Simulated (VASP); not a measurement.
Here is a VASP 6.6.1 calculation.

The input INCAR:

```
SYSTEM = CaCuH2
  PREC = Accurate
  ENCUT = 600
  EDIFF = 1E-6
  ISMEAR = -1
  SIGMA = 0.05
  LREAL = .FALSE.
  LASPH = .TRUE.
  NELM = 100
  ALGO = Fast
  ISIF = 3
  LWAVE = .FALSE.
  LCHARG = .FALSE.
  GGA = PE
  IVDW = 11
  IBRION = 2
  NSW = 60
  EDIFFG = -0.005
```

The input KPOINTS:

```
Automatic mesh
0
G
  6 6 6
  0 0 0
```

File POSCAR:

```
CaCuH2
1.0
    1.9452400000      1.1230900000      4.3573800000
   -1.9452400000      1.1230900000      4.3573800000
    0.0000000000     -2.2461700000      4.3573800000
Ca Cu H
1 1 2
Direct
    0.5000000000      0.5000000000      0.5000000000
    0.0000000000      0.0000000000      0.0000000000
    0.8818100000      0.8818100000      0.8818100000
    0.1181900000      0.1181900000      0.1181900000
```

Potentials or basis: VASP PAW PBE potentials, release 64 (Ca_sv, Cu, H).

Command:

```sh
$ cat potpaw_PBE.64/Ca_sv/POTCAR potpaw_PBE.64/Cu/POTCAR potpaw_PBE.64/H/POTCAR > POTCAR
$ mpirun -np 1 vasp_std > vasp.out
```

Q: Predict the relaxed volume.

A: 13.59 Å³/atom.

Q: Estimate the space group after relaxing (to 0.05 Å).

A: R-3m (No. 166).

Q: Predict the band gap on the k mesh.

A: None (metal or under the smearing width).

Forces in eV/Å, atoms in the order of the input:
```
Ca   0.000  0.000  0.000
Cu   0.000  0.000  0.000
H    0.000  0.000  0.005
H    0.000  0.000 -0.005
```

Caveat: pairwise dispersion overbinds metals, which lowers pressure and volume.
